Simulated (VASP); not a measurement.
An input for Quantum ESPRESSO's pw.x (written as the equivalent of a VASP run, and not itself run):

```
&CONTROL
  calculation = 'scf'
  pseudo_dir = './pseudo'
  outdir = './out'
  tprnfor = .true.
  tstress = .true.
/
&SYSTEM
  ibrav = 0
  nat = 3
  ntyp = 2
  ecutwfc = 98
  occupations = 'smearing'
  smearing = 'gaussian'
  degauss = 0.009996
  input_dft = 'pbe'
/
&ELECTRONS
  conv_thr = 7.3e-08
  electron_maxstep = 100
/
ATOMIC_SPECIES
  Si 28.085 Si.upf
  Ni 58.693 Ni.upf
CELL_PARAMETERS angstrom
     0.0000000    2.6690240    2.6690240
     2.6690240    0.0000000    2.6690240
     2.6690240    2.6690240    0.0000000
ATOMIC_POSITIONS crystal
  Si   0.2500000  0.2500000  0.2500000
  Si   0.7500000  0.7500000  0.7500000
  Ni   0.0000000  0.0000000  0.0000000
K_POINTS automatic
  6 6 6 0 0 0
```

Question: Write the VASP files for the same calculation (PBE).

Answer: One answer among several that fit: 
### POSCAR
```
NiSi2
1
    0.0000000000     2.6690240000     2.6690240000
    2.6690240000     0.0000000000     2.6690240000
    2.6690240000     2.6690240000     0.0000000000
Si Ni
2 1
Direct
  0.2500000000   0.2500000000   0.2500000000
  0.7500000000   0.7500000000   0.7500000000
  0.0000000000   0.0000000000   0.0000000000
```

**KPOINTS**
```
Automatic
0
Gamma
 6 6 6
0 0 0
```

**INCAR**
```
SYSTEM = NiSi2
PREC = Accurate; ENCUT = 300; LREAL = .FALSE.
LASPH = .TRUE.
EDIFF = 1E-6; NELM = 100; ALGO = Normal
LMAXMIX = 4
ISMEAR = 0; SIGMA = 0.136
GGA = PE
ISIF = 2
LWAVE = .FALSE.; LCHARG = .FALSE.
```

POTCAR, in this order: Si Ni (PBE.64 set). Program: vasp_std.

Limits of the translation: the potentials are each code's own (VASP's PAW set, PseudoDojo norm-conserving files in pw.x), so ENCUT and ecutwfc are chosen apart and not converted; conv_thr bounds pw.x's estimated SCF error, while EDIFF bounds the energy change between steps.

The structure is a typed NiSi2 crystal. The cell was not relaxed at this level. The k-mesh is coarse (spacing up to 0.34 per Å, 2π included), so the numbers may not be converged in it. The run is one of a series of settings (KPOINTS 6×6×6 Γ-centred mesh against the base run), some of them coarse on purpose.
